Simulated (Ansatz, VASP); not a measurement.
**NaLa in VASP and in Ansatz**

File INCAR:

```
PREC = Accurate
ENCUT = 520
EDIFF = 1E-6
ISMEAR = 0
SIGMA = 0.05
LREAL = F
LASPH = T
NELM = 100
ALGO = Fast
ISIF = 2
LWAVE = F
LCHARG = F
NBANDS = 16
```

Contents of KPOINTS:

```
Automatic mesh
0
Gamma
  9 9 4
```

POSCAR

```
NaLa
1.0
    3.5326331588      0.0000000000      0.0000000000
   -1.7663165794      3.0593500578      0.0000000000
    0.0000000000      0.0000000000      6.3514227791
La Na
1 1
Direct
    0.0000000000      0.0000000000      0.5000000000
    0.6666666667      0.3333333333      0.0000000000
```

The input input.yaml:

```yaml
crystal:
  lattice:
    - [3.5326331588, 0.0, 0.0]
    - [-1.7663165794, 3.0593500578, 0.0]
    - [0.0, 0.0, 6.3514227791]
  atoms:
    - { symbol: La, position: [0.0, 0.0, 0.5] }
    - { symbol: Na, position: [0.6666666667, 0.3333333333, 0.0] }
kpoints:
  mp_grid: { grid: [9, 9, 4] }
scf:
  occupations: { method: gaussian, width: 0.05 }
hamiltonian:
  xc: lda
  pseudopotentials: { kind: all_electron, lapw: { basis_error: 0.001 } }
output:
  forces: true
  stress: true
  eigenvalues: true
```

Change from the starting cell: volume scaled by 0.94.

Alike in both runs: task single point; functional LDA; k mesh 9 × 9 × 4; occupations gaussian, width 0.05 eV; no spin polarisation.

|  | VASP | Ansatz |
| --- | --- | --- |
| version | VASP 6.6.1 | Ansatz 0.2.0 |
| potentials or method | VASP PAW LDA potentials, release 64 (La, Na_pv) | all-electron LAPW, scalar-relativistic |
| plane-wave cutoff (eV) | 520 | see its input |

VASP gave:

| Quantity | Value |
| --- | --- |
| gap on the k mesh at the Fermi level (eV) | none |
| pressure (GPa) | -1.4 |
| largest component of the traceless stress (GPa) | 0.56 |

Question: What did Ansatz give for the same quantities?

Answer: gap on the k mesh at the Fermi level (eV): none; pressure (GPa): -1.3; largest component of the traceless stress (GPa): 0.52.

A gap of «none» marks a metal or a gap that the smearing closes. Ansatz ran all-electron here, so the differences hold the error of VASP's frozen core and of both bases.

The runs have no spin-orbit coupling, so splittings on La are missing.
